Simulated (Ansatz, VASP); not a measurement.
# NiF3 in two plane-wave programs

Wanted: the spread between two codes on one cell, functional and k mesh. The structure shown is the start of the Ansatz relaxation below; VASP solves that cell, so the two are compared at the walk's first step.

Program: Ansatz 0.2.0. Level of theory: plane waves, with VASP 6.6.1 beside it; single point at PBEsol. Results are calculated unless marked as measured.

## Step 1: Starting point

The cell holds 8 atoms: 2 Ni and 6 F. Cell: a = 5.013 Å, b = 5.012 Å, c = 28.291 Å, α = 90.0°, β = 90.0°, γ = 120.0°. Vacuum lies along c. The height across the vacuum is the one that the program set for its solve, not the one typed.

## Step 2: Ansatz: relaxation, PBEsol

Ansatz runs on its default PAW (the set named soft_2) files.

The two programs are compared at the cell with which this relaxation starts, whose forces are those of its first step.

Input file input.yaml:

```yaml
crystal:
  lattice:
    - [5.0125, 0.0, 0.0]
    - [-2.50625, 4.3409523365, 0.0]
    - [0.0, 0.0, 18.2456]
  atoms:
    - { symbol: Ni, position: [0.3333333333, 0.6666666667, 0.5] }
    - { symbol: Ni, position: [0.6666666667, 0.3333333333, 0.5] }
    - { symbol: F, position: [0.36, 0.0, 0.5615381243] }
    - { symbol: F, position: [0.0, 0.36, 0.5615381243] }
    - { symbol: F, position: [0.64, 0.64, 0.5615381243] }
    - { symbol: F, position: [0.64, 0.0, 0.4384618757] }
    - { symbol: F, position: [0.0, 0.64, 0.4384618757] }
    - { symbol: F, position: [0.36, 0.36, 0.4384618757] }
  periodic: [true, true, false]
kpoints:
  mp_grid: { grid: [6, 6, 1] }
hamiltonian:
  xc: pbesol
scf:
  occupations: { method: fermi_dirac, width: 0.02 }
relax:
  f_tol: 0.01
  max_steps: 80
  cell: {}
```

The run is started by

```
> ansatz run input.yaml --threads 4 --pin off --max-ram 14745MiB --backend cpu --events-out ev --progress --plain --runs-dir out
```

Numbers of over 12 decimals in the logs are rounded to 6 here.

The program printed:

```text
Warning: crystal.periodic: the lattice vector that does not repeat stood 0.000° off the slab's normal, 18.246 Å along it as the deck builds it. The run solves the slab on a vector along the normal, 28.291 Å long, with every atom where it was (on the deck's vector they left 16.00 Å outside them, and the widest stretch free of ions among them is 1.12 Å). A fractional position that the run reports is one of the run's ce [...]
crystal.periodic: the lattice vector that does not repeat stood 0.000° off the slab's normal, 18.246 Å along it as the deck builds it. The run solves the slab on a vector along the normal, 28.291 Å long, with every atom where it was (on the deck's vector they left 16.00 Å outside them, and the widest stretch free of ions among them is 1.12 Å). A fractional position that the run reports is one of the run's cell, which [...]
Engine: ansatz 0.2.0, aarch64-unknown-linux-gnu
Pseudopotentials: kind: paw
Pseudopotential: Ni, paw, valence charge 18, recommended cutoff 420 eV (normal), Ni.paw.azcp
Pseudopotential: F, paw, valence charge 7, recommended cutoff 420 eV (normal), F.paw.azcp
Functional definition: PBEsol
  exchange = pbesol_x
  correlation = pbesol_c
Crystal: 8 atoms, lattice volume = 615.589 Å³
Basis set: ecut = 420 eV, 12161 PW (Γ), exchange–correlation on 72×72×384 points (8 copies of the dense FFT grid, shifted against one another)
Bands: 47, of which v1, the nominal top of the filled ones, is band 39 counted from 1 (38 counted from 0)
Symmetry: 12 space group operations
Space group: P-31m (ITA 162), of the structure as read, at distance tolerance 8.5e-5 Å
k-points: 7 of 36
Non-local potential: Ni, projectors of the file, l = 0: 3, l = 1: 2, l = 2: 3, l = 3: 1
Non-local potential: F, projectors of the file, l = 0: 2, l = 1: 2, l = 2: 1
PAW form: soft (Blöchl's): semilocal exchange-correlation on the pseudo side does not see the compensation charge
PAW frozen core: Ni, regenerated for the run's functional, and the local potential with it (the file was generated under x = pbe(κ = 0.804, μ = 0.219515), c = pbe(β = 0.066725))
PAW frozen core: F, regenerated for the run's functional, and the local potential with it (the file was generated under x = pbe(κ = 0.804, μ = 0.219515), c = pbe(β = 0.066725))
[...]
Crystal: 8 atoms, lattice volume = 616.693 Å³
iter 1 solved again at ethr=1.17e-5 eV; its pass at ethr=3.10e-3 eV (dr2=9.16e-3 eV) is discarded
SCF iter   1: F=—  HF=-16407.510437 eV  |F-HF|=—  |Δ(HF+E_count)|=         —  Δρ=2.31e-3  dr2=9.48e-3  ethr=1.17e-5  ⟨swp⟩=4.0  Hψ=1397  notcnv=0
preconditioner: auto → LDOS  [metal: Δε(μ)=0.021 eV  Ē_g=12.853 eV  σ=0.020 eV  W_gap=0.25  n_scr=82 (ndim 8)  ℏωp=11.8 eV  f_vac=0.836  D(μ)=21.06/eV (n_scr^D=136)  β→1.0]
SCF iter   2: F=—  HF=-16407.506940 eV  |F-HF|=—  |Δ(HF+E_count)|=   3.50e-3  Δρ=8.55e-4  dr2=2.06e-3  ethr=1.17e-5  ⟨swp⟩=4.0  Hψ=641  notcnv=0
SCF iter   3: F=—  HF=-16407.507226 eV  |F-HF|=—  |Δ(HF+E_count)|=   2.86e-4  Δρ=5.11e-4  dr2=8.50e-4  ethr=2.64e-6  ⟨swp⟩=3.7  Hψ=813  notcnv=0
SCF iter   4: F=—  HF=-16407.507403 eV  |F-HF|=—  |Δ(HF+E_count)|=   1.77e-4  Δρ=4.36e-4  dr2=7.68e-4  ethr=1.09e-6  ⟨swp⟩=2.6  Hψ=512  notcnv=0
SCF iter   5: F=—  HF=-16407.507527 eV  |F-HF|=—  |Δ(HF+E_count)|=   1.24e-4  Δρ=3.90e-4  dr2=6.39e-4  ethr=9.84e-7  ⟨swp⟩=2.0  Hψ=355  notcnv=0
SCF iter   6: F=—  HF=-16407.507655 eV  |F-HF|=—  |Δ(HF+E_count)|=   1.28e-4  Δρ=2.62e-4  dr2=3.21e-4  ethr=8.20e-7  ⟨swp⟩=2.4  Hψ=394  notcnv=0
SCF iter   7: F=—  HF=-16407.507847 eV  |F-HF|=—  |Δ(HF+E_count)|=   1.92e-4  Δρ=8.66e-5  dr2=3.40e-5  ethr=4.11e-7  ⟨swp⟩=2.9  Hψ=509  notcnv=0
SCF iter   8: F=-16407.507874 eV  HF=-16407.507871 eV  |F-HF|=3.02e-6  |Δ(HF+E_count)|=   2.41e-5  Δρ=1.19e-5  dr2=4.55e-7  ethr=1.03e-9  ⟨swp⟩=5.4  Hψ=1856  notcnv=0
SCF 4 converged in 8 iterations: F = -16407.507874 eV  dr2 = 4.55e-7
relax step   4: F+E_penalty+E_count = -16407.50787377 eV  Δ(F+E_penalty+E_count) = -2.499e-2 eV  max|allowed force component| = 4.401e-2 eV/Å  Δτ_max = 0.0250 Å  P = -0.143 N/m  Ω = 616.693 Å³  energy of the carried Pulay correction = -9.600e-4 eV  fix = [c, alpha, beta]  reactions: c -0.000 N/m  (8 SCF iters, dr2 threshold 8.00e-7 eV, accepted)
[...]
relax step   5: F+E_penalty+E_count = -16407.50870329 eV  Δ(F+E_penalty+E_count) = -8.295e-4 eV  max|allowed force component| = 3.813e-3 eV/Å  Δτ_max = 0.0033 Å  P = -0.002 N/m  Ω = 616.302 Å³  energy of the carried Pulay correction = -6.197e-4 eV  fix = [c, alpha, beta]  reactions: c -0.000 N/m  (8 SCF iters, dr2 threshold 1.21e-7 eV, accepted)
[...]
relax step   6: F+E_penalty+E_count = -16407.50938012 eV  Δ(F+E_penalty+E_count) = -6.768e-4 eV  max|allowed force component| = 3.793e-3 eV/Å  Δτ_max = 0.0000 Å  P = -0.000 N/m  Ω = 616.302 Å³  fix = [c, alpha, beta]  reactions: c -0.000 N/m  stress off target by 4.54e-5 N/m on what of the cell is left free  SCF on the basis re-selected at this cell (its energy is not comparable with the rows above)  (9 SCF iters)
basis re-selected at this cell: Δ(F+E_penalty+E_count) = -6.768e-4 eV, ΔP = +0.002 N/m vs the last step (what re-selecting the basis moved, of the pressure what is left beyond the Pulay correction that the steps carried, after the strain that the cell walked since its last selection, with what the two solves' SCF thresholds leave and, on support functions, any second-order correction that the steps lacked; it is no m [...]
SCF converged after 9 iterations
Free energy (F): -16407.509380 eV
Harris-Foulkes:  -16407.509380 eV  (|F-HF|=3.20e-9)
Internal energy: -16407.482713 eV  (E = F + TS)
E sigma→0 (E₀):  -16407.496047 eV
Entropy (-TS):   -0.026667 eV (-3.333 meV/atom)
Fermi energy:    -7.635362 eV
--- Per-component energies (eV) ---
  E_band       = -2250.862196
  E_kinetic    = 1777.909768
  E_local      = -168252.505031  (includes V_loc(G=0)·N_el)
  E_nonlocal   = 1710.601737
  E_hartree    = 82371.919544
  E_xc         = -632.638058
  E_vxc        = -816.349807  (∫ρ·V_xc dr)
  E_paw        = -4337.051454  (= ΣΔE_a)
  E_vpaw       = -1414.369701  (= ΣTr[D̂ρ^β])
  E_aug_tail   = 0.011950  (compensation charges beyond the density's cutoff)
  E_ewald      = 70953.619597
  E_core_change = 0.649234  (= ΣΔE_core)
  E_smearing   = -0.026667  (= −TS)
  E_closure    = -0.000000  (closes the sum)
  Σ components = -16407.509380   (vs F -16407.509380, Δ=0.00e0)
--- Forces (eV/Å), atoms counted from 1 ---
  atom   1  Ni    -0.00000000    -0.00000000     0.00000000
  atom   2  Ni     0.00000000     0.00000000    -0.00000000
  atom   3  F     -0.00165984    -0.00000000    -0.00379300
  atom   4  F      0.00082992    -0.00143747    -0.00379300
  atom   5  F      0.00082992     0.00143747    -0.00379300
  atom   6  F      0.00165984     0.00000000     0.00379300
  atom   7  F     -0.00082992     0.00143747     0.00379300
  atom   8  F     -0.00082992    -0.00143747     0.00379300
  max |Σ_I F_I| component: 2.60e-18 eV/Å
--- 2D stress c σ (N/m, compression-positive) ---
       -0.000045       0.000000       0.000000
        0.000000      -0.000045       0.000000
        0.000000       0.000000      -0.000000
  P = ½ c Tr σ = -0.0000 N/m
--- Relaxed structure (5 steps of the walk, 5 accepted, 1 SCFs on fresh bases) ---
  F+E_penalty+E_count = -16407.50938012 eV   max|allowed force component| = 3.793e-3 eV/Å   (the final SCF, on the basis selected at the relaxed cell)
  cell:  # Å, volume = 616.3015 Å³
    - [5.015400, 0.0, 0]
    - [-2.507700, 4.343464, 0]
    - [0, 0, 28.291200]
  atoms:
    - { symbol: Ni, position: [0.333333, 0.666667, 0.322461] }
    - { symbol: Ni, position: [0.666667, 0.333333, 0.322461] }
    - { symbol: F, position: [0.365221, 0, 0.356876] }
    - { symbol: F, position: [-2.7755575615628914e-17, 0.365221, 0.356876] }
    - { symbol: F, position: [0.634779, 0.634779, 0.356876] }
    - { symbol: F, position: [0.634779, 0, 0.288045] }
    - { symbol: F, position: [-5.551115123125783e-17, 0.634779, 0.288045] }
    - { symbol: F, position: [0.365221, 0.365221, 0.288045] }
```

The column dr2 measures how far the density is from self-consistency, as an energy; F and HF (Harris–Foulkes) agree once it is small.

## Step 3: VASP: single point, PBEsol, start cell

The same cell, functional, mesh and smearing now go to VASP, with its own data sets.

Lines of VASP's logs that name or quote its potential files are left out, and so is its time.

Input file INCAR:

```
SYSTEM = NiF3
PREC = Accurate
ENCUT = 520
EDIFF = 1E-06
NELM = 120
ISMEAR = -1
SIGMA = 0.02
LREAL = .FALSE.
ALGO = Normal
GGA = PS
NBANDS = 39
LASPH = .TRUE.
LORBIT = 11
LWAVE = .FALSE.
LCHARG = .FALSE.
ISIF = 2
LDIPOL = .TRUE.
IDIPOL = 3
DIPOL = 0.5 0.5 0.322
LVHAR = .TRUE.
GGA_COMPAT = .FALSE.
NELMDL = -8
KPAR = 2
```

Input file POSCAR:

```
NiF3
1.0
    5.0125000000      0.0000000000      0.0000000000
   -2.5062500000      4.3409520000      0.0000000000
    0.0000000000      0.0000000000     28.2912000000
Ni F
2 6
Direct
    0.3333333333      0.6666666667      0.3224606945
    0.6666666667      0.3333333333      0.3224606945
    0.3600000000      0.0000000000      0.3621479471
    0.0000000323      0.3600000645      0.3621479471
    0.6399999677      0.6399999355      0.3621479471
    0.6400000000      0.0000000000      0.2827734419
    0.9999999677      0.6399999355      0.2827734419
    0.3600000323      0.3600000645      0.2827734419
```

Input file KPOINTS:

```
Automatic mesh
0
Gamma
6 6 1
0 0 0
```

PAW data sets: Ni and F (PBE family, release 64).

The run is started by

```
> mpirun -np 2 vasp_std
```

The program printed:

```text
[banner, memory and clock lines left out]
running    2 mpi-ranks, on    1 nodes
 distrk:  each k-point on    1 cores,    2 groups
 distr:  one band on    1 cores,    1 groups

 POSCAR found type information on POSCAR NiF
 POSCAR found :  2 types and       8 ions
|                                                                             |
|               ----> ADVICE to this user running VASP <----                  |
|                                                                             |
|     You enforced a specific xc type in the INCAR file but a different       |
|     [... a line on the potential file left out ...]
|     I HOPE YOU KNOW WHAT YOU ARE DOING!                                     |
|                                                                             |

 LDA part: xc-table for (Slater+PW92), standard interpolation
 POSCAR, INCAR and KPOINTS ok, starting setup
 FFT: planning ... GRIDC
 FFT: planning ... GRID_SOFT
 FFT: planning ... GRID
 WAVECAR not read
 entering main loop
       N       E                     dE             d eps       ncg     rms          rms(c)
DAV:   1     0.680627322222E+03    0.68063E+03   -0.23321E+04   554   0.122E+03
DAV:   2     0.110492517440E+03   -0.57013E+03   -0.53677E+03   764   0.313E+02
DAV:   3    -0.423324309542E+02   -0.15282E+03   -0.15032E+03   651   0.181E+02
DAV:   4    -0.468481306814E+02   -0.45157E+01   -0.44773E+01   595   0.410E+01
DAV:   5    -0.469655317408E+02   -0.11740E+00   -0.11738E+00   683   0.685E+00
DAV:   6    -0.469683709617E+02   -0.28392E-02   -0.28391E-02   610   0.102E+00
DAV:   7    -0.469685203512E+02   -0.14939E-03   -0.14939E-03   769   0.215E-01
DAV:   8    -0.469685220624E+02   -0.17113E-05   -0.17105E-05   578   0.197E-02    0.268E+01
DAV:   9    -0.456757701376E+02    0.12928E+01   -0.91704E+01   758   0.113E+02    0.425E+01
DAV:  10    -0.347998737249E+02    0.10876E+02   -0.15859E+01   725   0.892E+01    0.118E+01
DAV:  11    -0.351406047325E+02   -0.34073E+00   -0.46186E+00   716   0.175E+01    0.901E+00
DAV:  12    -0.347667805307E+02    0.37382E+00   -0.76055E-01   701   0.226E+01    0.274E+00
DAV:  13    -0.347783112916E+02   -0.11531E-01   -0.67172E-02   662   0.205E+00    0.156E+00
DAV:  14    -0.347645598966E+02    0.13751E-01   -0.66292E-02   715   0.387E+00    0.540E-01
[...]
DAV:  19    -0.347649106905E+02   -0.13015E-03   -0.47241E-05   678   0.705E-02    0.283E-02
DAV:  20    -0.347649430061E+02   -0.32316E-04   -0.81462E-06   582   0.257E-02    0.218E-02
DAV:  21    -0.347649597299E+02   -0.16724E-04   -0.73707E-06   553   0.605E-02    0.634E-03
DAV:  22    -0.347649623305E+02   -0.26006E-05   -0.22114E-06   472   0.111E-02    0.160E-03
DAV:  23    -0.347649672025E+02   -0.48721E-05   -0.30403E-07   343   0.686E-03    0.694E-04
DAV:  24    -0.347649694493E+02   -0.22468E-05   -0.30596E-07   336   0.431E-03    0.191E-03
DAV:  25    -0.347649711093E+02   -0.16599E-05   -0.22571E-07   357   0.627E-03    0.141E-03
DAV:  26    -0.347649717416E+02   -0.63237E-06   -0.52275E-08   343   0.448E-03
   1 F= -.34764972E+02 E0= -.34744672E+02  d E =-.405990E-01
```

Parts of OUTCAR (step 3):

```text
ion  position               nearest neighbor table
   1  0.333  0.667  0.322-   4 1.96   8 1.96   3 1.96   6 1.96   5 1.96   7 1.96   2 2.89   2 2.89
                             2 2.89
   2  0.667  0.333  0.322-   7 1.96   5 1.96   6 1.96   3 1.96   4 1.96   8 1.96   1 2.89   1 2.89
                             1 2.89
   3  0.360  0.000  0.362-   1 1.96   2 1.96
   4  0.000  0.360  0.362-   1 1.96   2 1.96
   5  0.640  0.640  0.362-   2 1.96   1 1.96
   6  0.640  0.000  0.283-   2 1.96   1 1.96
   7  1.000  0.640  0.283-   2 1.96   1 1.96
   8  0.360  0.360  0.283-   1 1.96   2 1.96

  LATTYP: Found a hexagonal cell.
 ALAT       =     5.0125000000
 C/A-ratio  =     5.6441296758

 Subroutine GETGRP returns: Found 12 space group operations
 (whereof  6 operations were pure point group operations)

The static configuration has the point symmetry C_3v.
 The point group associated with its full space group is D_3d.

 Found      7 irreducible k-points:

   k-points           NKPTS =      7   k-points in BZ     NKDIM =      7   number of bands    NBANDS=     39

   dimension x,y,z NGX =    40 NGY =   40 NGZ =  210
   dimension x,y,z NGXF=    80 NGYF=   80 NGZF=  420

   ENCUT  =  520.0 eV  38.22 Ry    6.18 a.u.   9.32  9.32 52.60*2*pi/ulx,y,z

   NELECT =      62.0000    total number of electrons

 k-points in reciprocal lattice and weights: Automatic mesh
   0.00000000  0.00000000  0.00000000       0.028
   0.16666667 -0.00000000  0.00000000       0.167
   0.33333333 -0.00000000  0.00000000       0.167
   0.50000000  0.00000000  0.00000000       0.083
   0.16666667  0.16666667  0.00000000       0.167
   0.33333333  0.16666667  0.00000000       0.333
   0.33333333  0.33333333  0.00000000       0.056

 dipolmoment           0.000000      0.000000     -0.000011 electrons x Angstroem

 average (electrostatic) potential at core
       1 -98.9814       2 -98.9814       3 -85.6558       4 -85.6558       5 -85.6558
       6 -85.6558       7 -85.6558       8 -85.6558

 E-fermi :  -7.1211

 k-point     1 :       0.0000    0.0000    0.0000
  band No.  band energies     occupation
    ...
     28      -8.2711      2.00000
     29      -8.1971      2.00000
     30      -8.1971      2.00000
     31      -7.1028      0.57376
     32      -7.1028      0.57374
     33      -6.8792      0.00001
     34      -6.8792      0.00001
     35      -1.2184      0.00000
     36       0.8341      0.00000
     37       1.2295      0.00000
    ...

 k-point     2 :       0.1667   -0.0000    0.0000
  band No.  band energies     occupation
    ...
     27      -8.4072      2.00000
     28      -8.2525      2.00000
     29      -8.1777      2.00000
     30      -8.1639      2.00000
     31      -7.1075      0.67470
     32      -7.0981      0.48136
     33      -6.9418      0.00026
     34      -6.8849      0.00001
     35      -0.8969      0.00000
     36       1.0682      0.00000
    ...

 k-point     3 :       0.3333   -0.0000    0.0000
  band No.  band energies     occupation
    ...
     28      -8.2152      2.00000
     29      -8.1572      2.00000
     30      -8.0928      2.00000
     31      -7.1355      1.34647
     32      -7.1153      0.85703
     33      -6.9881      0.00259
     34      -6.9012      0.00003
     35      -0.0513      0.00000
     36       1.7422      0.00000
     37       2.0951      0.00000
    ...

  Total       -6.2824917     -6.2824907    -10.7284214      0.0000000      0.0000000      0.0000000
  in kB      -16.3512805    -16.3512780    -27.9225881      0.0000000      0.0000000      0.0000000
  external PRESSURE =     -20.2083822 kB  Pullay stress =       0.0000000 kB

  energy-cutoff  :      520.00
  volume of cell :      615.59
      direct lattice vectors                 reciprocal lattice vectors
     5.012500000  0.000000000  0.000000000     0.199501247  0.115182108  0.000000000
    -2.506250000  4.340952000  0.000000000     0.000000000  0.230364215  0.000000000
     0.000000000  0.000000000 28.291200000     0.000000000  0.000000000  0.035346680

 POSITION                                       TOTAL-FORCE (eV/Angst)
 -----------------------------------------------------------------------------------
     -0.00000      2.89397      9.12280         0.000000     -0.000000      0.000000
      2.50625      1.44698      9.12280         0.000000      0.000000      0.000000
      1.80450      0.00000     10.24560         0.776432      0.000000     -1.549136
     -0.90225      1.56274     10.24560        -0.388216      0.672409     -1.549136
      1.60400      2.77821     10.24560        -0.388216     -0.672409     -1.549136
      3.20800      0.00000      8.00000        -0.776432      0.000000      1.549136
      3.40850      2.77821      8.00000         0.388216     -0.672409      1.549136
      0.90225      1.56274      8.00000         0.388216      0.672409      1.549136
 -----------------------------------------------------------------------------------
    total drift:                                0.000000      0.000000     -0.000480

  FREE ENERGIE OF THE ION-ELECTRON SYSTEM (eV)
  ---------------------------------------------------
  free  energy   TOTEN  =       -34.7649717416 eV

  energy  without entropy=      -34.7243726944  energy(sigma->0) =      -34.74467222

 vacuum level on the upper side and lower side of the slab         1.294         1.294

 total charge
# of ion       s       p       d       tot
------------------------------------------
    1        0.347   0.475   8.072   8.894
    2        0.347   0.475   8.072   8.894
    3        1.745   4.238   0.000   5.983
    4        1.745   4.238   0.000   5.983
    5        1.745   4.238   0.000   5.983
    6        1.745   4.238   0.000   5.983
    7        1.745   4.238   0.000   5.983
    8        1.745   4.238   0.000   5.983
--------------------------------------------------
tot         11.161  26.378  16.144  53.684

[... 3 further parts left out ...]
```

This run has no spin polarisation, so a moment on Ni, if there is one, isn't seen.

## Step 4: Differences

Known differences besides the potentials themselves: Ansatz cuts the interaction across the vacuum, VASP repeats the sheet with a dipole correction; the data sets hold 78 valence electrons in Ansatz (on its default PAW (the set named soft_2) files) and 62 in VASP; the cutoff is 420 eV in Ansatz and 520 eV in VASP; Ansatz makes its cores anew for this functional, VASP keeps those of its PBE data sets. Total energies have different zeros and are not compared.

Forces (eV/Å; atoms numbered as in POSCAR):

```csv
atom,"Ansatz x, y, z","VASP x, y, z"
Ni1,"0.000, 0.000, 0.000","0.000, 0.000, 0.000"
Ni2,"0.000, 0.000, 0.000","0.000, 0.000, 0.000"
F3,"0.804, 0.000, -1.597","0.776, 0.000, -1.549"
F4,"-0.402, 0.696, -1.597","-0.388, 0.672, -1.549"
F5,"-0.402, -0.696, -1.597","-0.388, -0.672, -1.549"
F6,"-0.804, 0.000, 1.597","-0.776, 0.000, 1.549"
F7,"0.402, -0.696, 1.597","0.388, -0.672, 1.549"
F8,"0.402, 0.696, 1.597","0.388, 0.672, 1.549"
```

The forces differ by 28 meV/Å r.m.s., which is 3.2 % of the r.m.s. force of 0.866 eV/Å (both taken over all components). With vacuum in the cell, a pressure given here is an average over mostly empty space and none of the material.

## Step 5: Results

| Quantity | Value |
| --- | --- |
| r.m.s. force difference (single point, PBEsol, start cell) | 3.2 % of the r.m.s. force |

The r.m.s. force difference is 3.2 % of the r.m.s. force (single point, PBEsol, start cell), beyond the 3 % picked in this series as the mark of a large difference. The data sets hold unlike numbers of valence electrons (78 in Ansatz and 62 in VASP), so part of the differences comes from the potentials. What causes the difference of the single point, PBEsol, start cell pair stays open here. 1 further run of this series is not shown here. How closely two codes agree says nothing of how well the functional describes the real material.

[Lines on the potential files, build, host, timing and source positions are cut from VASP's logs without a mark.]

[Logs are printed without paths, hosts, clocks, repeated set-up lines and the standing remarks that a program may print on its own settings, such as how far it seeks lower states.]

[Hosts, paths, dates, database ids (printed as entryN), source tags and the programs' standing remarks are cut or masked in the printed files.]
